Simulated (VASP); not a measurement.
Data:

```
K3LiCl4
1.0
    6.19808     0.00000     0.00000
    0.00000     6.19808     0.00000
    0.00000     0.00000     6.19808
Li Cl K
1 4 3
Cartesian
  0.00000   0.00000   0.00000
  3.09904   3.09904   3.09904
  0.00000   0.00000   3.09904
  0.00000   3.09904   0.00000
  3.09904   0.00000   0.00000
  3.09904   3.09904   0.00000
  3.09904   0.00000   3.09904
  0.00000   3.09904   3.09904
```

Method: PBE GGA, VASP's PBE PAW potentials (set 64) (plane waves; VASP 6.6.1). Run with 500 eV cut-off, 4×4×4 Γ-centred mesh, Gaussian smearing of 0.050 eV, potentials Li_sv Cl K_sv.

Q: Estimate the energy per atom (σ→0), band gap (on the k-mesh) with the smallest direct gap where there is one.

A: 
```json
{
 "band gap (on the k-mesh)": "4.69 eV",
 "smallest direct gap (on the k-mesh)": "4.69 eV",
 "energy per atom (σ→0)": "-3.382 eV/atom"
}
```

Total energies compare only between runs with the same potentials, cut-off and functional.

The structure was generated: K3LiCl4 was put into an ordered model structure (Pm-3m), which need not be its known phase. It was relaxed first, which changed the volume by +10 %.
